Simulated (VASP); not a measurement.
Computed with SCAN meta-GGA, VASP's PBE PAW potentials (set 64) (plane waves; VASP).

VASP input:

**INCAR**
```
ALGO  =  Normal
EDIFF  =  1E-7
ENCUT  =  520
ISIF  =  2
ISMEAR  =  1
LASPH  =  T
LCHARG  =  F
LMAXMIX  =  6
LMIXTAU  =  T
LREAL  =  F
LWAVE  =  F
METAGGA  =  SCAN
NELM  =  100
PREC  =  Accurate
SIGMA  =  0.1
SYSTEM  =  Au
```

### POSCAR
```
Au
2.084330
  0.0000000000   0.9999998415   0.9999998415
  0.9999998415   0.0000000000   0.9999998415
  0.9999998415   0.9999998415   0.0000000000
Au
1
Direct
  0.0000000000   0.0000000000   0.0000000000
```

**KPOINTS**
```
Automatic
0
gamma
15 15 15
0 0 0
```

POTCAR, in this order: Au (PBE.64 set). Program: vasp_std.

Output of the run:

File OSZICAR:
```
       N       E                     dE             d eps       ncg     rms          rms(c)
DAV:   1    -0.293447806006E+02   -0.29345E+02   -0.59562E+03  2432   0.111E+03
DAV:   2    -0.740173692679E+02   -0.44673E+02   -0.41713E+02  2242   0.197E+02
DAV:   3    -0.743863911468E+02   -0.36902E+00   -0.36884E+00  2582   0.193E+01
DAV:   4    -0.743870762553E+02   -0.68511E-03   -0.68509E-03  2479   0.870E-01
DAV:   5    -0.743870792923E+02   -0.30370E-05   -0.30367E-05  2509   0.576E-02    0.864E+00
DAV:   6    -0.681825729931E+02    0.62045E+01   -0.40775E+00  2213   0.180E+01    0.372E+00
DAV:   7    -0.690922813468E+02   -0.90971E+00   -0.10781E+00  2162   0.151E+01    0.492E+00
DAV:   8    -0.702391063612E+02   -0.11468E+01   -0.13767E-01  2160   0.588E+00    0.718E+00
DAV:   9    -0.695591349293E+02    0.67997E+00   -0.92384E-01  2162   0.943E+00    0.263E+00
DAV:  10    -0.691535472994E+02    0.40559E+00   -0.62129E-01  2244   0.817E+00    0.274E-01
DAV:  11    -0.691636305604E+02   -0.10083E-01   -0.14522E-02  2241   0.175E+00    0.374E-01
DAV:  12    -0.691653771971E+02   -0.17466E-02   -0.12609E-03  2403   0.300E-01    0.258E-01
DAV:  13    -0.691652419304E+02    0.13527E-03   -0.70717E-04  2197   0.319E-01    0.941E-02
DAV:  14    -0.691652723662E+02   -0.30436E-04   -0.55170E-04  2192   0.235E-01    0.305E-02
DAV:  15    -0.691654721853E+02   -0.19982E-03   -0.18959E-04  2230   0.175E-01    0.377E-02
DAV:  16    -0.691654686640E+02    0.35213E-05   -0.53992E-06  2566   0.238E-02    0.123E-02
DAV:  17    -0.691654582699E+02    0.10394E-04   -0.16047E-06  2364   0.135E-02    0.971E-03
DAV:  18    -0.691654533706E+02    0.48992E-05   -0.85317E-06  2215   0.300E-02    0.179E-02
DAV:  19    -0.691654565119E+02   -0.31413E-05   -0.75321E-07  2180   0.114E-02    0.963E-03
DAV:  20    -0.691654616687E+02   -0.51568E-05   -0.48552E-07  2345   0.715E-03    0.309E-03
DAV:  21    -0.691654627576E+02   -0.10889E-05   -0.18913E-07  1177   0.391E-03    0.544E-04
DAV:  22    -0.691654632580E+02   -0.50040E-06   -0.44624E-09  1095   0.852E-04    0.346E-04
DAV:  23    -0.691654634067E+02   -0.14865E-06   -0.43909E-09  1086   0.649E-04    0.102E-04
DAV:  24    -0.691654633530E+02    0.53654E-07   -0.27342E-10  1083   0.206E-04
   1 F= -.69165463E+02 E0= -.69165337E+02  d E =-.379090E-03
```

**OUTCAR**
```
------------------------ aborting loop because EDIFF is reached ----------------------------------------
  FORCE on cell =-STRESS in cart. coord.  units (eV):
  Direction    XX          YY          ZZ          XY          YZ          ZX
  --------------------------------------------------------------------------------------
  Total       -0.9583166     -0.9583166     -0.9583166      0.0000000      0.0000000      0.0000000
  in kB      -84.7794051    -84.7794051    -84.7794051      0.0000000      0.0000000      0.0000000
  external PRESSURE =     -84.7794051 kB  Pullay stress =       0.0000000 kB
  volume of cell :       18.11
      direct lattice vectors                 reciprocal lattice vectors
     0.000000000  2.084329670  2.084329670    -0.239885277  0.239885277  0.239885277
     2.084329670  0.000000000  2.084329670     0.239885277 -0.239885277  0.239885277
     2.084329670  2.084329670  0.000000000     0.239885277  0.239885277 -0.239885277
 POSITION                                       TOTAL-FORCE (eV/Angst)
 -----------------------------------------------------------------------------------
      0.00000      0.00000      0.00000         0.000000     -0.000000      0.000000
 -----------------------------------------------------------------------------------
    total drift:                               -0.000000     -0.000000     -0.000000
  FREE ENERGIE OF THE ION-ELECTRON SYSTEM (eV)
  ---------------------------------------------------
  free  energy   TOTEN  =       -69.1654633530 eV

  energy  without entropy=      -69.1650842633  energy(sigma->0) =      -69.16533699
```
(Selected blocks of OUTCAR.)

The compound is Au in the fcc structure. This cell is one point of a volume scan, at 1.06 of the reference volume.
